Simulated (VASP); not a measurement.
The system is Ba2Os.

```
Ba Os
1.0
     3.19308   -3.84473    0.00000
     3.19308    3.84473    0.00000
     0.00000    0.00000    4.43410
Ba Os
2 1
Cartesian
  1.5965 1.9224 0.0000
  1.5965 -1.9224 0.0000
  0.0000 0.0000 0.0000
```

The cell was built by a generator and needn't be a form met in nature.

- Program: VASP 6.6.1
- Task: relaxation of cell and atoms
- Functional: PBEsol
- Potentials or basis: VASP PAW PBE potentials, release 64 (Ba_sv, Os)
- Cutoff: 600 eV
- k mesh: 6 × 6 × 6
- Occupations: methfessel-paxton, width 0.2 eV
- Spin: no spin polarisation

At the start: pressure 17.7 GPa; volume 36.29 Å³/atom.

**Question.** How do energy, volume and symmetry change on relaxing?

**Answer.** Over 16 steps the energy falls by 1067.7 meV/atom and the volume is 35.78 Å³/atom (-1.4 %); space group P4/mmm (No. 123, to 0.05 Å).

The path:
| step | energy change (eV) | largest force (eV/Å) | pressure (GPa) | volume (Å³) |
| --- | --- | --- | --- | --- |
| 1 | 0.0000 | 0.0000 | 17.67 | 108.87 |
| 2 | -1.5042 | 0.0000 | -4.70 | 179.53 |
| 3 | -2.4195 | 0.0000 | -1.68 | 143.47 |
| 4 | -2.4207 | 0.0000 | -1.51 | 142.74 |
| 5 | -2.7060 | 0.0000 | -1.63 | 136.84 |
| 6 | -2.9478 | 0.0000 | -1.65 | 127.53 |
| 7 | -2.9818 | 0.0000 | -1.57 | 123.26 |
| 8 | -3.1283 | 0.0000 | -0.05 | 111.70 |
| 9 | -3.1547 | 0.0000 | 1.11 | 106.27 |
| 10 | -3.1843 | 0.0000 | -0.49 | 106.89 |
| 11 | -3.1938 | 0.0000 | -0.04 | 106.72 |
| 12 | -3.2017 | 0.0000 | 0.15 | 106.58 |
| 13 | -3.2024 | 0.0000 | 0.23 | 106.52 |
| 14 | -3.2028 | 0.0000 | -0.14 | 107.59 |
| 15 | -3.2029 | 0.0000 | -0.02 | 107.22 |
| 16 | -3.2031 | 0.0000 | 0.01 | 107.34 |

Final structure:
```
Ba Os
1.0
     4.02049   -4.02519    0.00000
     4.02049    4.02519    0.00000
     0.00000    0.00000    3.31653
Ba Os
2 1
Direct
  0.00000 0.50000 0.00000
  0.50000 0.00000 0.00000
  0.00000 0.00000 0.00000
```

Caveat: the PAW data sets were made with another functional, which shifts forces and pressure a little.
